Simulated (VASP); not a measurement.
Energy against volume of Au (fcc). Calculation: r2SCAN+rVV10, VASP's PBE PAW potentials (set 64) (plane waves; VASP). Numerical set-up: 520 eV cut-off, 15×15×15 Γ-centred mesh, first-order Methfessel-Paxton smearing of 0.10 eV, potentials Au.

| V (Å³/atom) | E (eV/atom) |
|---|---|
| 16.307 | -50.34681 |
| 16.827 | -50.37540 |
| 17.348 | -50.38437 |
| 17.868 | -50.37717 |

### Question
Fit these four points and predict the energy of the run at 18.388 Å³/atom.

### Answer
A cubic in V^(−2/3), the third-order Birch-Murnaghan form, passes through the four points with V0 = 17.36 Å³/atom and B0 = 165 GPa, and gives -50.3567 eV/atom there. The run gave -50.3567 eV/atom, -0.0 meV/atom from the fit; all five points give B0 = 165 GPa.

The compound is Au in the fcc structure. It was relaxed first.
